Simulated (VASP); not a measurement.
Computed with LDA (Ceperley-Alder, Perdew-Zunger), VASP's LDA PAW potentials (set 64) (plane waves; VASP).

Input for VASP

**KPOINTS**
```
k-points along high-symmetry lines
15
Line-mode
Reciprocal
  0.000000   0.000000   0.000000 ! GAMMA
  0.500000   0.000000   0.500000 ! X

  0.500000   0.000000   0.500000 ! X
  0.625000   0.250000   0.625000 ! U

  0.375000   0.375000   0.750000 ! K
  0.000000   0.000000   0.000000 ! GAMMA

  0.000000   0.000000   0.000000 ! GAMMA
  0.500000   0.500000   0.500000 ! L

  0.500000   0.500000   0.500000 ! L
  0.500000   0.250000   0.750000 ! W

  0.500000   0.250000   0.750000 ! W
  0.500000   0.000000   0.500000 ! X
```

INCAR:
```
SYSTEM = Rh
PREC = Accurate
ENCUT = 520
EDIFF = 1E-7
NELM = 100
ALGO = Normal
LREAL = .FALSE.
LASPH = .TRUE.
ISMEAR = 0
SIGMA = 0.05
LMAXMIX = 4
LWAVE = .FALSE.
LCHARG = .FALSE.
LORBIT = 11
ICHARG = 11
```

File POSCAR:
```
Rh
1
    0.0000000000     1.8784337432     1.8784337432
    1.8784337432     0.0000000000     1.8784337432
    1.8784337432     1.8784337432     0.0000000000
Rh
1
Direct
  0.0000000000   0.0000000000   0.0000000000
```

POTCAR, in this order: Rh_pv (LDA.64 set). Program: vasp_std. Read from the step before: CHGCAR.

Output of the run:

OUTCAR:
```
 ion  position               nearest neighbor table
   1  0.000  0.000  0.000-
  LATTYP: Found a face centered cubic cell.
 ALAT       =     3.7568674864
 Subroutine PRICEL returns:
 Original cell was already a primitive cell.
 Subroutine GETGRP returns: Found 48 space group operations
The static configuration has the point symmetry O_h .
The dynamic configuration has the point symmetry O_h .
 Subroutine INISYM returns: Found 48 space group operations
   k-points           NKPTS =     90   k-points in BZ     NKDIM =     90   number of bands    NBANDS=     11
   number of dos      NEDOS =    301   number of ions     NIONS =      1
   total plane-waves  NPLWV =   8000
   dimension x,y,z NGX =    20 NGY =   20 NGZ =   20
   dimension x,y,z NGXF=    40 NGYF=   40 NGZF=   40
   ions per type =               1
   PREC   = accura    normal or accurate (medium, high low for compatibility)
   ISTART =      0    job   : 0-new  1-cont  2-samecut
   ICHARG =     11    charge: 1-file 2-atom 10-const
   ISPIN  =      1    spin polarized calculation?
   LNONCOLLINEAR =      F non collinear calculations
   LSORBIT =      F    spin-orbit coupling
   INIWAV =      1    electr: 0-lowe 1-rand  2-diag
   ENCUT  =  520.0 eV  38.22 Ry    6.18 a.u.   4.94  4.94  4.94*2*pi/ulx,y,z
   NELM   =    100;   NELMIN=  2; NELMDL= -5     # of ELM steps
...
```

OSZICAR:
```
       N       E                     dE             d eps       ncg     rms          rms(c)
DAV:   1     0.113334636139E+03    0.11333E+03   -0.94436E+03  1988   0.146E+03
DAV:   2    -0.736077183300E+01   -0.12070E+03   -0.11573E+03  2031   0.388E+02
DAV:   3    -0.874231016363E+01   -0.13815E+01   -0.13710E+01  2283   0.471E+01
DAV:   4    -0.875034182775E+01   -0.80317E-02   -0.80303E-02  2250   0.367E+00
DAV:   5    -0.875047616499E+01   -0.13434E-03   -0.13434E-03  2304   0.419E-01
DAV:   6    -0.875047935078E+01   -0.31858E-05   -0.31855E-05  2350   0.578E-02
DAV:   7    -0.875047943927E+01   -0.88488E-07   -0.88241E-07  2128   0.794E-03
   1 F= -.87504794E+01 E0= -.87487528E+01  d E =-.345319E-02
```

File OUTCAR:
```
 val. band max:       12.7923459422   @ k =   0.5000   0.3571   0.6429

 cond. band min:      12.8010648216   @ k =   0.5000   0.3750   0.6250



 k-point     1 :       0.0000    0.0000    0.0000
  band No.  band energies     occupation
      1     -33.8337      2.00000
      2     -33.8337      2.00000
      3     -33.8337      2.00000
      4       4.0977      2.00000
      5       9.1054      2.00000
      6       9.1054      2.00000
      7       9.1054      2.00000
      8      11.3571      2.00000
      9      11.3571      2.00000
     10      28.3101      0.00000
     11      32.6379      0.00000

 k-point     2 :       0.0357    0.0000    0.0357
  band No.  band energies     occupation
      1     -33.8445      2.00000
      2     -33.8376      2.00000
      3     -33.8376      2.00000
      4       4.1695      2.00000
      5       9.0557      2.00000
      6       9.1427      2.00000
      7       9.1427      2.00000
      8      11.3036      2.00000
      9      11.3755      2.00000
     10      28.4202      0.00000
     11      32.6375      0.00000

 k-point     3 :       0.0714    0.0000    0.0714
  band No.  band energies     occupation
      1     -33.8761      2.00000
      2     -33.8492      2.00000
      3     -33.8492      2.00000
      4       4.3815      2.00000
      5       8.9119      2.00000
      6       9.2543      2.00000
      7       9.2544      2.00000
      8      11.1497      2.00000
      9      11.4300      2.00000
     10      28.7433      0.00000
     11      32.6363      0.00000

 k-point     4 :       0.1071    0.0000    0.1071
  band No.  band energies     occupation
      1     -33.9266      2.00000
      2     -33.8679      2.00000
      3     -33.8679      2.00000
      4       4.7216      2.00000
      5       8.6878      2.00000
      6       9.4387      2.00000
      7       9.4387      2.00000
      8      10.9152      2.00000
      9      11.5187      2.00000
     10      29.2588      0.00000
...
```

The density is held fixed in this step, so its total energy and stress have no physical meaning.

The compound is Rh in the fcc structure. It was relaxed first.
